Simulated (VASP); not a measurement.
# BPd3Br (Pm-3m) in VASP: single point with r2SCAN

Aim: the single point of BPd3Br with r2SCAN.

Program: VASP 6.6.1. These are calculated values, not measurements. Logs are shortened: lines on timing, memory, paths and dates and some standing lists are left out, and cuts for length are marked.

### 1 Starting point

The structure is cubic, space group Pm-3m (No. 221). The conventional cell has a = 4.260 Å, b = 4.260 Å, c = 4.260 Å, α = 90.00°, β = 90.00°, γ = 90.00°. Around B (site symmetry m-3m) lie 6 Pd at 2.13 Å. Br (site symmetry m-3m) has 12 Pd at 3.01 Å as nearest neighbours. Around Pd (site symmetry 4/mmm) lie 2 B at 2.13 Å.

The cell was built by a generator and needn't be a form met in nature.

### 2 Single point, r2SCAN

Contents of POSCAR:

```
BPd3Br
1.0
    4.2603346055      0.0000000000      0.0000000000
    0.0000000000      4.2603346055      0.0000000000
    0.0000000000      0.0000000000      4.2603346055
B Br Pd
1 1 3
Direct
    0.5000000000      0.5000000000      0.5000000000
    0.0000000000      0.0000000000      0.0000000000
    0.0000000000      0.5000000000      0.5000000000
    0.5000000000      0.0000000000      0.5000000000
    0.5000000000      0.5000000000      0.0000000000
```

Contents of INCAR.step1:

```
PREC     = Accurate       # precision mode
ENCUT    = 520            # plane-wave cutoff, eV
ISMEAR   = -1             # smearing method
SIGMA    = 0.137          # smearing width, eV
LREAL    = F              # projectors in reciprocal space
LASPH    = T              # aspherical terms in the spheres
NELM     = 100            # most SCF steps
NBANDS   = 28             # bands
GGA      = PE             # functional
ALGO     = Normal         # electronic algorithm
EDIFF    = 1E-4           # SCF threshold, eV
LWAVE    = T              # write WAVECAR
LCHARG   = F              # write CHGCAR
```

Contents of INCAR.step2:

```
PREC     = Accurate       # precision mode
ENCUT    = 520            # plane-wave cutoff, eV
EDIFF    = 1E-6           # SCF threshold, eV
ISMEAR   = -1             # smearing method
SIGMA    = 0.137          # smearing width, eV
LREAL    = F              # projectors in reciprocal space
LASPH    = T              # aspherical terms in the spheres
NELM     = 100            # most SCF steps
ALGO     = Normal         # electronic algorithm
ISIF     = 2              # what is computed and relaxed
LWAVE    = F              # write WAVECAR
LCHARG   = F              # write CHGCAR
METAGGA  = R2SCAN         # meta-GGA
LMIXTAU  = T            
NBANDS   = 28             # bands
ISTART   = 1
```

Contents of KPOINTS:

```
regular mesh
0
Gamma
  8 8 8
```

Potentials or basis: VASP PAW PBE potentials, release 64 (B, Br, Pd).

Run with:

```console
cat potpaw_PBE.64/B/POTCAR potpaw_PBE.64/Br/POTCAR potpaw_PBE.64/Pd/POTCAR > POTCAR
cp INCAR.step1 INCAR
mpirun -np 1 vasp_std > vasp.out
cp INCAR.step2 INCAR
mpirun -np 1 vasp_std > vasp.out
```

OUTCAR:

```text
PREC = Accurate
   ENCUT = 520
   EDIFF = 1E-6
   ISMEAR = -1
   LREAL = F
   LASPH = T
   NELM = 100
   ISIF = 2
   METAGGA = R2SCAN
   ISTART = 1

 ion  position               nearest neighbor table
   1  0.500  0.500  0.500-   3 2.13   4 2.13   5 2.13   5 2.13   4 2.13   3 2.13
   2  0.000  0.000  0.000-   3 3.01   4 3.01   5 3.01   3 3.01   4 3.01   3 3.01   5 3.01   3 3.01
                             4 3.01   5 3.01   4 3.01   5 3.01
   3  0.000  0.500  0.500-   1 2.13   1 2.13   4 3.01   5 3.01   2 3.01   5 3.01   2 3.01   4 3.01
                             2 3.01   2 3.01   4 3.01   5 3.01   5 3.01   4 3.01
   4  0.500  0.000  0.500-   1 2.13   1 2.13   3 3.01   5 3.01   2 3.01   5 3.01   2 3.01   3 3.01
                             5 3.01   5 3.01   2 3.01   3 3.01   2 3.01   3 3.01
   5  0.500  0.500  0.000-   1 2.13   1 2.13   3 3.01   4 3.01   2 3.01   3 3.01   4 3.01   2 3.01
                             4 3.01   4 3.01   2 3.01   3 3.01   3 3.01   2 3.01

  LATTYP: Found a simple cubic cell.
 ALAT       =     4.2603346055

  Lattice vectors:

 A1 = (   4.2603346055,   0.0000000000,   0.0000000000)
 A2 = (   0.0000000000,   4.2603346055,   0.0000000000)
 A3 = (   0.0000000000,   0.0000000000,   4.2603346055)

Analysis of symmetry for initial positions (statically):
=====================================================================
 Subroutine PRICEL returns:
 Original cell was already a primitive cell.

 Routine SETGRP: Setting up the symmetry group for a
 simple cubic supercell.

 Subroutine GETGRP returns: Found 48 space group operations
 (whereof 48 operations were pure point group operations)
 out of a pool of 48 trial point group operations.

The static configuration has the point symmetry O_h .

Analysis of symmetry for dynamics (positions and initial velocities):
=====================================================================
 Subroutine PRICEL returns:
 Original cell was already a primitive cell.

 Routine SETGRP: Setting up the symmetry group for a
 simple cubic supercell.

 Subroutine GETGRP returns: Found 48 space group operations
 (whereof 48 operations were pure point group operations)
 out of a pool of 48 trial point group operations.

The dynamic configuration has the point symmetry O_h .

 Subroutine INISYM returns: Found 48 space group operations
 (whereof 48 operations are pure point group operations),
 and found     1 'primitive' translations

----------------------------------------------------------------------------------------

[... 89 lines left out ...]
   PREC   = accura    normal or accurate (medium, high low for compatibility)
   ISTART =      1    job   : 0-new  1-cont  2-samecut
   ICHARG =      0    charge: 1-file 2-atom 10-const
   ISPIN  =      1    spin polarized calculation?
   LNONCOLLINEAR =      F non collinear calculations
   LSORBIT =      F    spin-orbit coupling
   LASPH  =      T    aspherical Exc in radial PAW
   ENCUT  =  520.0 eV  38.22 Ry    6.18 a.u.   7.92  7.92  7.92*2*pi/ulx,y,z
   NELM   =    100;   NELMIN=  2; NELMDL=  0     # of ELM steps
   EDIFF  = 0.1E-05   stopping-criterion for ELM
   LREAL  =      F    real-space projection
[... 7 lines left out ...]
   TEBEG  =    0.0;   TEEND  =   0.0 temperature during run
   PSTRESS=    0.0 pullay stress
   NELECT =      40.0000    total number of electrons
   NUPDOWN=      -1.0000    fix difference up-down
   EMIN   =  10.00;   EMAX   =-10.00  energy-range for DOS
   EFERMI =   0.00;   METHOD = LEGACY
   ISMEAR =    -1;   SIGMA  =   0.14  broadening in eV -4-tet -1-fermi 0-gaus
   EFERMI_NEDOS =   21; number of points for ismear=-14 and -15
   IALGO  =     38    algorithm
   IMIX   =      4    mixing-type and parameters
     AMIX     =   0.40;   BMIX     =  1.00
     AMIX_MAG =   1.60;   BMIX_MAG =  1.00
  volume/ion in A,a.u.               =      15.47       104.37
  Fermi-wavevector in a.u.,A,eV,Ry     =   1.314169  2.483419 23.497797  1.727039
  Thomas-Fermi vector in A             =   2.444440
   LORBIT       =      0    0 simple, 1 ext, 2 COOP (PROOUT), +10 PAW based schemes
   METAGGA = R2SCAN    functional components
   LHFCALC =     F    Hartree Fock is set to
   AEXX    =    0.0000 exact exchange contribution
   IVDW    =     0    specifies the selected vdW correction
   LEPSILON=     F    determine dielectric tensor
   LRPA    =     F    only Hartree local field effects (RPA)
 non-spin polarized calculation
  energy-cutoff  :      520.00
  volume of cell :       77.33
 maximum number of plane-waves:      2103
 NGX is ok and might be reduce to    32
   NGX = 15   NGY = 15   NGZ = 15

 number of electron      39.9999971 magnetization

 Free energy of the ion-electron system (eV)
  ---------------------------------------------------
  ext. energy  EPLUGINS =         0.00000000
  ---------------------------------------------------
  free energy    TOTEN  =       -89.19110144 eV

  energy without entropy =      -89.09339464  energy(sigma->0) =      -89.14224804

 E-fermi :   7.3718     XC(G=0): -12.5531

 val. band max:        7.3644862474   @ k =   0.1250   0.1250   0.0000
 cond. band min:       7.3832273237   @ k =   0.2500   0.1250   0.1250
 fundamental gap:      0.0187410762
 Fermi energy:         7.3718272813

 k-point     1 :       0.0000    0.0000    0.0000
  band No.  band energies     occupation
      1      -9.3338      2.00000
      2      -2.8841      2.00000
      3       3.0997      2.00000
      4       3.0997      2.00000
      5       3.0997      2.00000
      6       3.1734      2.00000
[... 733 lines left out ...]
     27      14.9421      0.00000
     28      17.8964      0.00000

 [... further k-points ...]
[... 5 lines left out ...]
  --------------------------------------------------------------------------------------
  -------------------------------------------------------------------------------------
  Total        0.1777833      0.1777833      0.1777833      0.0000000     -0.0000000      0.0000000
  in kB        3.6835822      3.6835822      3.6835822      0.0000000     -0.0000000      0.0000000
  external PRESSURE =       3.6835822 kB  Pullay stress =       0.0000000 kB

 VOLUME and BASIS-vectors are now :
 -----------------------------------------------------------------------------
  energy-cutoff  :      520.00
  volume of cell :       77.33
      direct lattice vectors                 reciprocal lattice vectors
     4.260334605  0.000000000  0.000000000     0.234723347  0.000000000  0.000000000
     0.000000000  4.260334605  0.000000000     0.000000000  0.234723347  0.000000000
     0.000000000  0.000000000  4.260334605     0.000000000  0.000000000  0.234723347

 POSITION                                       TOTAL-FORCE (eV/Angst)
 -----------------------------------------------------------------------------------
      2.13017      2.13017      2.13017         0.000000      0.000000      0.000000
      0.00000      0.00000      0.00000         0.000000      0.000000      0.000000
      0.00000      2.13017      2.13017         0.000000      0.000000      0.000000
      2.13017      0.00000      2.13017         0.000000      0.000000      0.000000
      2.13017      2.13017      0.00000         0.000000      0.000000      0.000000
 -----------------------------------------------------------------------------------
    total drift:                                0.000000     -0.000000     -0.000000

  FREE ENERGIE OF THE ION-ELECTRON SYSTEM (eV)
  ---------------------------------------------------
  free  energy   TOTEN  =       -89.1911014429 eV

  energy  without entropy=      -89.0933946354  energy(sigma->0) =      -89.14224804
```

OUTCAR.step1:

```text
PREC = Accurate
   ENCUT = 520
   ISMEAR = -1
   LREAL = F
   LASPH = T
[... 980 lines left out ...]
      0.00000      0.00000      0.00000         0.000000      0.000000      0.000000
      0.00000      2.13017      2.13017         0.000000      0.000000      0.000000
      2.13017      0.00000      2.13017         0.000000      0.000000      0.000000
      2.13017      2.13017      0.00000         0.000000      0.000000      0.000000
 -----------------------------------------------------------------------------------
    total drift:                                0.000000     -0.000000     -0.000000

  FREE ENERGIE OF THE ION-ELECTRON SYSTEM (eV)
  ---------------------------------------------------
  free  energy   TOTEN  =       -23.6752146144 eV

  energy  without entropy=      -23.5682820101  energy(sigma->0) =      -23.62174831
```

OSZICAR.step1:

```text
N       E                     dE             d eps       ncg     rms          rms(c)
DAV:   1     0.235180975180E+03    0.23518E+03   -0.19942E+04  1960   0.136E+03
DAV:   2    -0.158732213526E+02   -0.25105E+03   -0.24113E+03  2156   0.298E+02
DAV:   3    -0.254406178526E+02   -0.95674E+01   -0.93900E+01  2240   0.564E+01
DAV:   4    -0.255377816431E+02   -0.97164E-01   -0.97034E-01  2212   0.594E+00
DAV:   5    -0.255391225568E+02   -0.13409E-02   -0.13408E-02  2244   0.717E-01    0.197E+01
DAV:   6    -0.238008699412E+02    0.17383E+01   -0.61278E+00  2232   0.173E+01    0.948E+00
DAV:   7    -0.237014989453E+02    0.99371E-01   -0.10652E+00  2088   0.779E+00    0.644E+00
DAV:   8    -0.236764947111E+02    0.25004E-01   -0.51582E-02  2348   0.186E+00    0.201E+00
DAV:   9    -0.236754830315E+02    0.10117E-02   -0.42668E-03  2172   0.394E-01    0.261E-01
DAV:  10    -0.236752297114E+02    0.25332E-03   -0.48063E-04  2292   0.167E-01    0.128E-01
DAV:  11    -0.236752146144E+02    0.15097E-04   -0.62813E-05  1192   0.615E-02
   1 F= -.23675215E+02 E0= -.23621748E+02  d E =-.106933E+00
```

Wall time 2.1 min (1 thread of AMD EPYC 9R45 (Zen 5), shared host); peak memory 0.2 GiB.

Results:

```yaml
Free_energy: -89.1911 eV
Pressure: 0.4 GPa
Band_gap_on_the_k_mesh: none (metal or under the smearing width)
```

Levels at points of the mesh, in eV from the Fermi level:
```csv
k point,band 18,band 19,band 20,band 21,band 22,band 23
"(0.00, 0.00, 0.00)",-0.80,-0.80,-0.67,-0.02,-0.02,-0.02
"(0.50, 0.00, 0.00)",-0.80,-0.60,-0.60,1.10,1.68,1.68
"(0.50, 0.50, 0.00)",-0.90,-0.90,-0.03,2.79,2.79,3.03
"(0.50, 0.50, 0.50)",-0.85,-0.85,-0.85,2.37,2.37,2.37
```

Caveat: the PAW data sets were made with another functional, which shifts forces and pressure a little.
